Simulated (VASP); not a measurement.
# Input and output of a VASP PBEsol relaxation of cell and atoms on Sr2C (antifluorite)

INCAR

```
LCHARG = .FALSE.
NBANDS = 19
NELM = 120
SIGMA = 0.02
EDIFF = 1E-7
EDIFFG = -5E-3
LREAL = .FALSE.
ISIF = 3
LASPH = .TRUE.
IBRION = 2
ENCUT = 600
GGA = PS
NSW = 40
ISMEAR = -1
PREC = Accurate
LWAVE = .FALSE.
```

KPOINTS

```
KPOINTS created by Atomic Simulation Environment
0
Gamma
6 6 6
0 0 0
```

POSCAR

```
C  Sr
 1.0000000000000000
     0.0000000000000000    3.3700852212401462    3.3700852212401462
     3.3700852212401462    0.0000000000000000    3.3700852212401462
     3.3700852212401462    3.3700852212401462    0.0000000000000000
 C   Sr
   1   2
Cartesian
  0.0000000000000000 -0.0000000000000000 -0.0000000000000000
  1.6850426106200731  1.6850426106200731  1.6850426106200731
  5.0551278318602195  5.0551278318602195  5.0551278318602195
```

VASP ran with the recommended PBE PAW datasets (24 valence electrons in the cell).

Command

```
mpirun -np 1 vasp_std
```

OSZICAR

```
N       E                     dE             d eps       ncg     rms          rms(c)
DAV:   1     0.127480859578E+03    0.12748E+03   -0.12983E+04   608   0.129E+03
DAV:   2    -0.378203036521E+01   -0.13126E+03   -0.12735E+03   713   0.266E+02
DAV:   3    -0.143856243069E+02   -0.10604E+02   -0.10548E+02   997   0.580E+01
DAV:   4    -0.147104046650E+02   -0.32478E+00   -0.32446E+00   898   0.869E+00
DAV:   5    -0.147143556957E+02   -0.39510E-02   -0.39509E-02   868   0.868E-01    0.212E+01
DAV:   6    -0.120019846024E+02    0.27124E+01   -0.30970E+01   708   0.133E+01    0.236E+01
DAV:   7    -0.116538518947E+02    0.34813E+00   -0.36891E+00   767   0.491E+00    0.143E+01
DAV:   8    -0.115823497716E+02    0.71502E-01   -0.48676E-01   702   0.286E+00    0.840E-01
DAV:   9    -0.115737170379E+02    0.86327E-02   -0.73743E-02   889   0.673E-01    0.448E-01
DAV:  10    -0.115738164344E+02   -0.99397E-04   -0.91915E-04   753   0.150E-01    0.248E-01
DAV:  11    -0.115738817002E+02   -0.65266E-04   -0.23741E-04   774   0.935E-02    0.432E-02
DAV:  12    -0.115738784351E+02    0.32651E-05   -0.60984E-05   726   0.257E-02    0.144E-02
DAV:  13    -0.115738793865E+02   -0.95141E-06   -0.29049E-05   820   0.141E-02    0.811E-03
DAV:  14    -0.115738784917E+02    0.89481E-06   -0.43147E-06   592   0.477E-03    0.278E-03
DAV:  15    -0.115738783323E+02    0.15937E-06   -0.29375E-07   604   0.225E-03    0.111E-03
DAV:  16    -0.115738782702E+02    0.62106E-07   -0.11581E-08   409   0.735E-04
   1 F= -.11573878E+02 E0= -.11573378E+02  d E =-.115739E+02
```

From OUTCAR

```
k-points           NKPTS =     16   k-points in BZ     NKDIM =     16   number of bands    NBANDS=     19

   NELECT =      24.0000    total number of electrons

   dimension x,y,z NGX =    40 NGY =   40 NGZ =   40
   dimension x,y,z NGXF=    80 NGYF=   80 NGZF=   80

  energy-cutoff  :      600.00
  volume of cell :       72.92
      direct lattice vectors                 reciprocal lattice vectors
     0.000000000  3.315861912  3.315861912    -0.150790357  0.150790357  0.150790357
     3.315861912  0.000000000  3.315861912     0.150790357 -0.150790357  0.150790357
     3.315861912  3.315861912  0.000000000     0.150790357  0.150790357 -0.150790357

 k-points in reciprocal lattice and weights: KPOINTS created by Atomic Simulation Env
   0.00000000  0.00000000  0.00000000       0.005
   0.16666667  0.00000000  0.00000000       0.037
   0.33333333  0.00000000  0.00000000       0.037
   0.50000000  0.00000000  0.00000000       0.019
   0.16666667  0.16666667  0.00000000       0.028
   0.33333333  0.16666667  0.00000000       0.111
   0.50000000  0.16666667  0.00000000       0.111
  -0.33333333  0.16666667  0.00000000       0.111
   ...

 E-fermi :   3.0501

 k-point     1 :       0.0000    0.0000    0.0000
  band No.  band energies     occupation
      1     -32.1542      2.00000
      2     -31.8360      2.00000
      3     -14.4555      2.00000
      4     -14.4555      2.00000
      5     -14.4555      2.00000
      6     -13.7214      2.00000
      7     -13.7214      2.00000
      8     -13.7214      2.00000
      9      -5.2510      2.00000
     10       1.5233      2.00000
     11       1.5233      2.00000
     12       1.5233      2.00000
     13       3.0326      1.41100
     14       4.2573      0.00000
     15       4.2573      0.00000
     16       8.3407      0.00000
     17       8.3407      0.00000
     18       8.3407      0.00000
     19      10.9064      0.00000

 k-point     2 :       0.1667    0.0000    0.0000
  band No.  band energies     occupation
      1     -32.1323      2.00000
      2     -31.8567      2.00000
      3     -14.4324      2.00000
      4     -14.4153      2.00000
      5     -14.4153      2.00000
      6     -13.8122      2.00000
      7     -13.7806      2.00000
      8     -13.7806      2.00000
      9      -5.0925      2.00000
     10       1.1622      2.00000
     11       1.7129      2.00000
     12       1.7129      2.00000
     13       4.1124      0.00000
     14       4.5111      0.00000
     15       4.5111      0.00000
     16       7.3387      0.00000
     17       8.2135      0.00000
     18       8.2135      0.00000
     19      10.7607      0.00000

 k-point     3 :       0.3333    0.0000    0.0000
  band No.  band energies     occupation
      1     -32.0728      2.00000
      2     -31.9137      2.00000
      3     -14.3586      2.00000
      4     -14.2994      2.00000
      5     -14.2994      2.00000
      6     -14.0155      2.00000
      7     -13.9340      2.00000
      8     -13.9340      2.00000
      9      -4.7999      2.00000
     10       1.1775      2.00000
     11       2.1530      2.00000
     12       2.1530      2.00000
     13       5.1957      0.00000
     14       5.1957      0.00000
     15       5.2386      0.00000
     16       6.7529      0.00000
     17       7.7467      0.00000
     18       7.7467      0.00000
     19       8.9000      0.00000

 k-point     4 :       0.5000    0.0000    0.0000
  band No.  band energies     occupation
      1     -31.9927      2.00000
      2     -31.9926      2.00000
      3     -14.2436      2.00000
      4     -14.1927      2.00000
      5     -14.1326      2.00000
      6     -14.1326      2.00000
      7     -14.1195      2.00000
      8     -14.1195      2.00000
      9      -4.6669      2.00000
     10       1.4049      2.00000
     11       2.4177      2.00000
     12       2.4177      2.00000
     13       5.0356      0.00000
     14       5.7686      0.00000
     15       5.7686      0.00000
     16       6.8012      0.00000
     17       7.5736      0.00000
     18       7.5769      0.00000
     19       7.7216      0.00000

 k-point     5 :       0.1667    0.1667    0.0000
  band No.  band energies     occupation
      1     -32.1268      2.00000
      2     -31.8616      2.00000
      3     -14.5005      2.00000
      4     -14.5005      2.00000
      5     -14.2343      2.00000
      6     -14.0331      2.00000
      7     -13.6939      2.00000
      8     -13.6939      2.00000
      9      -5.0497      2.00000
     10       0.9191      2.00000
     11       1.8911      2.00000
     12       1.8911      2.00000
     13       4.3553      0.00000
     14       4.4661      0.00000
     15       4.5599      0.00000
     16       7.8249      0.00000
     17       7.8249      0.00000
     18       7.8519      0.00000
     19       9.0962      0.00000

 k-point     6 :       0.3333    0.1667    0.0000
  band No.  band energies     occupation
      1     -32.0848      2.00000
      2     -31.9011      2.00000
      3     -14.5062      2.00000
      4     -14.4908      2.00000
      5     -14.3018      2.00000
      6     -14.0231      2.00000
      7     -13.7463      2.00000
      8     -13.7305      2.00000
      9      -4.8218      2.00000
     10       0.9110      2.00000
     11       2.2111      2.00000
     12       2.3075      2.00000
     13       4.4495      0.00000
     14       4.9175      0.00000
     15       5.6949      0.00000
     16       7.1769      0.00000
     17       7.3694      0.00000
     18       7.5234      0.00000
     19       8.5960      0.00000

 k-point     7 :       0.5000    0.1667    0.0000
  band No.  band energies     occupation
      1     -32.0185      2.00000
      2     -31.9655      2.00000
      3     -14.5097      2.00000
      4     -14.4240      2.00000
      5     -14.3802      2.00000
      6     -13.9104      2.00000
      7     -13.8692      2.00000
      8     -13.8253      2.00000
      9      -4.6509      2.00000
     10       1.4287      2.00000
     11       2.2979      2.00000
     12       2.5669      2.00000
     13       4.0860      0.00000
     14       5.7720      0.00000
     15       6.3878      0.00000
     16       6.4828      0.00000
     17       6.8462      0.00000
     18       7.9882      0.00000
     19       8.7736      0.00000

 k-point     8 :      -0.3333    0.1667    0.0000
  band No.  band energies     occupation
      1     -32.0382      2.00000
      2     -31.9463      2.00000
      3     -14.5871      2.00000
      4     -14.2619      2.00000
      5     -14.1888      2.00000
      6     -14.1100      2.00000
      7     -14.0619      2.00000
      8     -13.6895      2.00000
      9      -4.6874      2.00000
     10       1.4071      2.00000
     11       2.2871      2.00000
     12       2.3331      2.00000
     13       4.2165      0.00000
     14       5.7271      0.00000
     15       5.8152      0.00000
     16       7.2935      0.00000
     17       7.4318      0.00000
     18       7.6246      0.00000
     19       8.3623      0.00000

 k-point     9 :      -0.1667    0.1667    0.0000
  band No.  band energies     occupation
      1     -32.0996      2.00000
      2     -31.8875      2.00000
      3     -14.5495      2.00000
      4     -14.2919      2.00000
      5     -14.2581      2.00000
      6     -14.0266      2.00000
      7     -13.9660      2.00000
      8     -13.6672      2.00000
      9      -4.9015      2.00000
     10       1.0504      2.00000
     11       1.9054      2.00000
     12       2.1109      2.00000
     13       4.5498      0.00000
     14       4.9885      0.00000
     15       5.1722      0.00000
     16       6.7526      0.00000
     17       7.7841      0.00000
     18       8.7028      0.00000
     19       8.9556      0.00000

 k-point    10 :       0.3333    0.3333    0.0000
  band No.  band energies     occupation
      1     -32.0711      2.00000
      2     -31.9121      2.00000
      3     -14.5987      2.00000
      4     -14.5884      2.00000
      5     -14.5884      2.00000
      6     -13.7640      2.00000
      7     -13.6381      2.00000
      8     -13.6381      2.00000
      9      -4.7285      2.00000
     10       0.7068      2.00000
     11       2.6714      2.00000
     12       2.6714      2.00000
     13       3.7923      0.00000
     14       4.9547      0.00000
     15       6.2039      0.00000
     16       6.6795      0.00000
     17       7.3687      0.00000
     18       7.3687      0.00000
     19       8.8854      0.00000

 ...

  Total       -0.0028568     -0.0028568     -0.0028568     -0.0000000      0.0000000     -0.0000000
  in kB       -0.0627738     -0.0627738     -0.0627738     -0.0000000      0.0000000     -0.0000000
  external PRESSURE =      -0.0627738 kB  Pullay stress =       0.0000000 kB

 POSITION                                       TOTAL-FORCE (eV/Angst)
 -----------------------------------------------------------------------------------
      0.00000      0.00000      0.00000         0.000000      0.000000      0.000000
      1.65793      1.65793      1.65793        -0.000000     -0.000000      0.000000
      4.97379      4.97379      4.97379        -0.000000     -0.000000     -0.000000
 -----------------------------------------------------------------------------------
    total drift:                                0.000000     -0.000000      0.000000

  FREE ENERGIE OF THE ION-ELECTRON SYSTEM (eV)
  ---------------------------------------------------
  free  energy   TOTEN  =       -11.5738782702 eV

  energy  without entropy=      -11.5728770616  energy(sigma->0) =      -11.57337767
```

CONTCAR

```
C  Sr
   1.00000000000000
     0.0000000000000000    3.3158619122051660    3.3158619122051660
     3.3158619122051660    0.0000000000000000    3.3158619122051660
     3.3158619122051660    3.3158619122051660    0.0000000000000000
  C               Sr
     1     2
Direct
     0.0000000000000000    0.0000000000000000    0.0000000000000000
     0.2500000000000000    0.2500000000000000    0.2500000000000000
     0.7500000000000000    0.7500000000000000    0.7500000000000000

  0.00000000E+00  0.00000000E+00  0.00000000E+00
  0.00000000E+00  0.00000000E+00  0.00000000E+00
  0.00000000E+00  0.00000000E+00  0.00000000E+00
```

* relaxed cell vector lengths: 4.689, 4.689, 4.689 Å
* relaxed cell volume: 72.92 Å³

The run was restarted once from its relaxed cell; OSZICAR and OUTCAR are the second run's.

The run (the restart alone) took about 42 s on one core of a shared host (Intel Xeon Platinum 8488C) and held 0.23 GiB at most.
